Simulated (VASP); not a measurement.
Data:

```
CELL_PARAMETERS angstrom
      3.22676     0.00000     0.00000
      0.00000     3.22676     0.00000
      0.00000     0.00000     3.22676
ATOMIC_POSITIONS crystal
  Rh 0.00000 0.00000 0.00000
  Zr 0.50000 0.50000 0.50000
```

The numbers are results of LDA (Ceperley-Alder, Perdew-Zunger), VASP's LDA PAW potentials (set 64) (plane waves; VASP), not measurements. Run with 400 eV cut-off, 13×13×13 Γ-centred mesh, tetrahedra with Blöchl corrections, potentials Rh_pv Zr_sv.

### Question
Estimate the energy per atom (σ→0), band gap (on the k-mesh) with the smallest direct gap where there is one.

### Answer

```json
{
  "band gap (on the k-mesh)": "none (metal, semimetal or under 0.01 eV)",
  "energy per atom (σ→0)": "-9.744 eV/atom"
}
```

The absolute energy has meaning only against runs of the same code, potentials and settings.

The structure comes from a measured ZrRh entry (Pm-3m) of the Crystallography Open Database, whose conditions weren't checked. It was relaxed first. The electron count is odd and the run is not spin-polarised, which forces a metal.
